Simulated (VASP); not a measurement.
Calculation: PBE GGA, VASP's PBE PAW potentials (set 64) (plane waves; VASP).

The input files of a VASP run:

### KPOINTS
```
Automatic mesh
0
Gamma
3 3 3
0 0 0
```

File POSCAR:
```
Si
1
    0.0000000000     2.7218500000     2.7218500000
    2.7218500000     0.0000000000     2.7218500000
    2.7218500000     2.7218500000     0.0000000000
Si
2
Direct
  0.2500000000   0.2500000000   0.2500000000
  0.0000000000   0.0000000000   0.0000000000
```

### INCAR
```
SYSTEM=Si
PREC=Accurate; ENCUT=300; LREAL=.FALSE.
LASPH=.TRUE.
EDIFF=1E-6; NELM=100; ALGO=Normal
ISMEAR=0; SIGMA=0.01
GGA=PE
ISIF=2
LWAVE=.FALSE.; LCHARG=.FALSE.
```

POTCAR, in this order: Si (PBE.64 set). Program: vasp_std.

What VASP printed:

**OSZICAR**
```
       N       E                     dE             d eps       ncg     rms          rms(c)
DAV:   1     0.557586078155E+01    0.55759E+01   -0.23856E+03    64   0.498E+02
DAV:   2    -0.102970849669E+02   -0.15873E+02   -0.14694E+02   104   0.670E+01
DAV:   3    -0.104602734687E+02   -0.16319E+00   -0.16319E+00    80   0.940E+00
DAV:   4    -0.104609650605E+02   -0.69159E-03   -0.69159E-03    96   0.690E-01
DAV:   5    -0.104609657845E+02   -0.72407E-06   -0.72407E-06    80   0.960E-03    0.518E+00
DAV:   6    -0.102977116875E+02    0.16325E+00   -0.10293E-01    80   0.170E+00    0.320E+00
DAV:   7    -0.102249601346E+02    0.72752E-01   -0.20203E-01    80   0.255E+00    0.227E-01
DAV:   8    -0.102273086647E+02   -0.23485E-02   -0.53023E-03    64   0.522E-01    0.711E-02
DAV:   9    -0.102277257955E+02   -0.41713E-03   -0.40346E-04    80   0.148E-01    0.596E-02
DAV:  10    -0.102277711556E+02   -0.45360E-04   -0.65059E-05    80   0.601E-02    0.102E-02
DAV:  11    -0.102277707126E+02    0.44301E-06   -0.57355E-07    64   0.553E-03
   1 F= -.10227771E+02 E0= -.10227771E+02  d E =-.153257E-22
```

### OUTCAR
```
------------------------ aborting loop because EDIFF is reached ----------------------------------------
  FORCE on cell =-STRESS in cart. coord.  units (eV):
  Direction    XX          YY          ZZ          XY          YZ          ZX
  --------------------------------------------------------------------------------------
  Total        0.7813133      0.7813133      0.7813133     -0.0000000      0.0000000     -0.0000000
  in kB       31.0393941     31.0393941     31.0393941     -0.0000000      0.0000000     -0.0000000
  external PRESSURE =      31.0393941 kB  Pullay stress =       0.0000000 kB
  volume of cell :       40.33
      direct lattice vectors                 reciprocal lattice vectors
     0.000000000  2.721850000  2.721850000    -0.183698587  0.183698587  0.183698587
     2.721850000  0.000000000  2.721850000     0.183698587 -0.183698587  0.183698587
     2.721850000  2.721850000  0.000000000     0.183698587  0.183698587 -0.183698587
 POSITION                                       TOTAL-FORCE (eV/Angst)
 -----------------------------------------------------------------------------------
      1.36092      1.36092      1.36092        -0.000000     -0.000000     -0.000000
      0.00000      0.00000      0.00000         0.000000      0.000000      0.000000
 -----------------------------------------------------------------------------------
    total drift:                               -0.000000      0.000000      0.000000
  FREE ENERGIE OF THE ION-ELECTRON SYSTEM (eV)
  ---------------------------------------------------
  free  energy   TOTEN  =       -10.2277707126 eV

  energy  without entropy=      -10.2277707126  energy(sigma->0) =      -10.22777071
```
(Selected blocks of OUTCAR.)

The structure comes from a computed database's Si entry; how it stands against other phases isn't given here. The cell was not relaxed at this level. The k-mesh is coarse (spacing up to 0.67 per Å, 2π included), so the numbers may not be converged in it. The run is one of a series of settings (KPOINTS 3×3×3 Γ-centred mesh against the base run), some of them coarse on purpose.
